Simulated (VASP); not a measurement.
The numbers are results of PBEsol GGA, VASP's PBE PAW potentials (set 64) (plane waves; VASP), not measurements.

Input for VASP

File POSCAR:
```
BeZn3Se4
1.0
  0.0000000000   2.7574349233   2.7574349233
  2.7574349233   0.0000000000   2.7574349233
 11.0445455452  11.0445455452  -0.0148058522
Zn Se Be
3 4 1
Direct
  0.0124375027   0.0124375027   0.9906718729
  0.0006577489   0.0006577489   0.2495066884
  0.9896910632   0.9896910632   0.5077317026
  0.2542000914   0.2542000914   0.0593499314
  0.2430584812   0.2430584812   0.3177061391
  0.2320017567   0.2320017567   0.5759986826
  0.2672345190   0.2672345190   0.7995741108
  0.0007188371   0.0007188371   0.7494608722
```

KPOINTS:
```
k-points along high-symmetry lines
12
Line-mode
Reciprocal
  0.000000   0.000000   0.000000 ! GAMMA
  0.000000   0.000000  -0.500000 ! T

  0.000000   0.000000  -0.500000 ! T
 -0.328125   0.328125  -0.500000 ! H_2

 -0.343750   0.328125  -0.187500 ! H_0
  0.000000   0.500000   0.500000 ! L

  0.000000   0.500000   0.500000 ! L
  0.000000   0.000000   0.000000 ! GAMMA

  0.000000   0.000000   0.000000 ! GAMMA
 -0.335938   0.335938   0.000000 ! S_0

 -0.335937   0.328125  -0.343750 ! S_2
 -0.500000   0.000000  -1.000000 ! F

 -0.500000   0.000000  -1.000000 ! F
  0.000000   0.000000   0.000000 ! GAMMA
```

INCAR:
```
! general
SYSTEM  = BeZn3Se4
PREC    = Accurate
ENCUT   = 400
LREAL   = .FALSE.
LASPH   = .TRUE.
ICHARG  = 11

! electronic loop
EDIFF   = 1E-7
NELM    = 100
ALGO    = Normal
LMAXMIX = 4

! smearing
ISMEAR  = 0
SIGMA   = 0.05

! functional
GGA     = PS

! output
LWAVE   = .FALSE.
LCHARG  = .FALSE.
LORBIT  = 11
```

POTCAR, in this order: Zn Se Be (PBE.64 set). Program: vasp_std. Read from the step before: CHGCAR.

The resulting files:

### OUTCAR
```
 ion  position               nearest neighbor table
   1  0.012  0.012  0.991-   4 2.42   4 2.42   4 2.42   7 2.44
   2  0.001  0.001  0.250-   5 2.41   5 2.41   5 2.41   4 2.43
   3  0.990  0.990  0.508-   6 2.41   6 2.41   6 2.41   5 2.43
   4  0.254  0.254  0.059-   1 2.42   1 2.42   1 2.42   2 2.43
   5  0.243  0.243  0.318-   2 2.41   2 2.41   2 2.41   3 2.43
   6  0.232  0.232  0.576-   8 2.21   3 2.41   3 2.41   3 2.41
   7  0.267  0.267  0.800-   8 2.34   8 2.34   8 2.34   1 2.44
   8  0.001  0.001  0.749-   6 2.21   7 2.34   7 2.34   7 2.34
  LATTYP: Found a trigonal (rhomboedric) cell.
 ALAT       =    12.9587699360
 COS(alpha) =     0.9547224432
 Subroutine PRICEL returns:
 Original cell was already a primitive cell.
 Subroutine GETGRP returns: Found  6 space group operations
The static configuration has the point symmetry C_3v.
The dynamic configuration has the point symmetry C_3v.
 Subroutine INISYM returns: Found  6 space group operations
   k-points           NKPTS =     84   k-points in BZ     NKDIM =     84   number of bands    NBANDS=     37
   number of dos      NEDOS =    301   number of ions     NIONS =      8
   total plane-waves  NPLWV =  84672
   dimension x,y,z NGX =    28 NGY =   28 NGZ =  108
   dimension x,y,z NGXF=    56 NGYF=   56 NGZF=  216
   ions per type =               3   4   1
   PREC   = accura    normal or accurate (medium, high low for compatibility)
   ISTART =      0    job   : 0-new  1-cont  2-samecut
   ICHARG =     11    charge: 1-file 2-atom 10-const
   ISPIN  =      1    spin polarized calculation?
   LNONCOLLINEAR =      F non collinear calculations
   LSORBIT =      F    spin-orbit coupling
   INIWAV =      1    electr: 0-lowe 1-rand  2-diag
   ENCUT  =  400.0 eV  29.40 Ry    5.42 a.u.   6.36  6.36 25.47*2*pi/ulx,y,z
   NELM   =    100;   NELMIN=  2; NELMDL= -5     # of ELM steps
   EDIFF  = 0.1E-06   stopping-criterion for ELM
   LREAL  =      F    real-space projection
   NLSPLINE    = F    spline interpolate recip. space projectors
   LMAXMIX     =    4 max onsite mixed and CHGCAR
   VOSKOWN=      0    Vosko Wilk Nusair interpolation
   EDIFFG = 0.1E-05   stopping-criterion for IOM
   NSW    =      0    number of steps for IOM
...
```

File OSZICAR:
```
       N       E                     dE             d eps       ncg     rms          rms(c)
DAV:   1     0.411306673936E+03    0.41131E+03   -0.24433E+04  6216   0.155E+03
DAV:   2     0.239333279827E+02   -0.38737E+03   -0.37442E+03  6455   0.361E+02
DAV:   3    -0.229828864535E+02   -0.46916E+02   -0.45457E+02  7217   0.123E+02
DAV:   4    -0.245648974614E+02   -0.15820E+01   -0.15718E+01  7380   0.214E+01
DAV:   5    -0.245863250160E+02   -0.21428E-01   -0.21408E-01  7524   0.216E+00
DAV:   6    -0.245866487866E+02   -0.32377E-03   -0.32372E-03  7509   0.226E-01
DAV:   7    -0.245866568423E+02   -0.80558E-05   -0.80554E-05  7495   0.282E-02
DAV:   8    -0.245866570560E+02   -0.21364E-06   -0.21333E-06  6435   0.383E-03
DAV:   9    -0.245866570659E+02   -0.99153E-08   -0.10202E-07  5466   0.825E-04
   1 F= -.24586657E+02 E0= -.24586657E+02  d E =-.173457E-15
```

OUTCAR:
```
 val. band max:        2.1120705613   @ k =   0.0000   0.0000   0.0000

 cond. band min:       3.7714805838   @ k =   0.0000   0.0000   0.0000



 k-point     1 :       0.0000    0.0000    0.0000
  band No.  band energies     occupation
      1     -11.5221      2.00000
      2     -11.1432      2.00000
      3     -11.0168      2.00000
      4     -10.5092      2.00000
      5      -4.6345      2.00000
      6      -4.6080      2.00000
      7      -4.6080      2.00000
      8      -4.5678      2.00000
      9      -4.5567      2.00000
     10      -4.5567      2.00000
     11      -4.5038      2.00000
     12      -4.5038      2.00000
     13      -4.2437      2.00000
     14      -4.2437      2.00000
     15      -4.2002      2.00000
     16      -4.2002      2.00000
     17      -4.1896      2.00000
     18      -4.1666      2.00000
     19      -4.1666      2.00000
     20      -3.5306      2.00000
     21      -1.3951      2.00000
     22      -1.0835      2.00000
     23       0.7005      2.00000
     24       0.7005      2.00000
     25       1.4880      2.00000
     26       1.4881      2.00000
     27       1.6700      2.00000
     28       1.6700      2.00000
     29       1.9347      2.00000
     30       2.1120      2.00000
     31       2.1121      2.00000
     32       3.7715      0.00000
     33       4.9122      0.00000
     34       5.0780      0.00000
     35       5.2357      0.00000
     36       6.9140      0.00000
     37       6.9141      0.00000

 k-point     2 :       0.0000    0.0000   -0.0455
  band No.  band energies     occupation
      1     -11.5212      2.00000
      2     -11.1502      2.00000
      3     -11.0094      2.00000
      4     -10.5104      2.00000
      5      -4.6346      2.00000
      6      -4.6080      2.00000
      7      -4.6080      2.00000
      8      -4.5669      2.00000
      9      -4.5567      2.00000
     10      -4.5567      2.00000
     11      -4.5038      2.00000
     12      -4.5038      2.00000
...
```

The density is held fixed in this step, so its total energy and stress have no physical meaning.

The structure was generated: BeZn3Se4 was put into an ordered model structure (R3m), which need not be its known phase. It was relaxed first.
